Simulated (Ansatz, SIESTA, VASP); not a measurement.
**Te2Mo (P6_3/mmc, 6 atoms in the cell) computed with different codes at matched settings**

Self-consistent single point.

```
CELL_PARAMETERS angstrom
      3.50111     0.00000     0.00000
     -1.75056     3.03205     0.00000
      0.00000     0.00000    14.38265
ATOMIC_POSITIONS crystal
  Te 0.33333 0.66667 0.62782
  Te 0.66667 0.33333 0.37218
  Te 0.66667 0.33333 0.12782
  Te 0.33333 0.66667 0.87218
  Mo 0.33333 0.66667 0.25000
  Mo 0.66667 0.33333 0.75000
```

Shared settings, as Ansatz (a first-principles code) writes them: kpoints.mp_grid.grid = 6 6 2; magnetization.spin_orbit = true; scf.occupations.method = fixed. Potentials and cutoffs stand in the table.

```csv
code,model,pressure (GPa),largest force (eV/Å),gap on the mesh (eV),cutoff
Ansatz,"PBE with spin-orbit coupling, default PAW files",6.44,1.034,0.942,420 eV
SIESTA,"GGA PBE with spin-orbit coupling, numerical atomic orbitals DZP, PseudoDojo PBE fully relativistic norm-conserving potentials (rewritten from UPF to PSML)",–,1.585,0.934,grid 300 Ry
VASP,"PBE, spin-orbit coupling, VASP's PBE PAW potentials (set 64)",6.43,1.066,0.932,300 eV
```

A dash marks a value that a program does not give, or that is left out as unsure.

Gaps are read on the mesh.

The spread over the programs that give each value: pressure within 0.01 GPa; largest force within 0.551 eV/Å; gap on the mesh within 0.010 eV.

SIESTA uses small atom-centred bases, whose incompleteness enters pressures, forces and empty levels differently from a plane-wave cutoff. Ansatz's pressure is given at a fixed set of plane waves, as the other plane-wave codes print theirs; with its correction for the finite basis it is 6.47 GPa. In the force vectors, SIESTA (by 0.535) lies more than 0.08 eV/Å from the median of the plane-wave programs.

VASP's run is marked for a possible Pulay error in its stress at this cutoff; no cutoff test was made.

VASP ran the fixed occupations as a Gaussian smearing of 0.01 eV.

The starting cell comes from a database of computed structures (which also holds hypothetical and non-ambient phases and stackings), without a prior relaxation at this level. Its lattice was rescaled by a random factor within 2.5 % of one.

Left out of this page: Elk (with a known weakness of the program).

Keys are those of Ansatz 0.2.
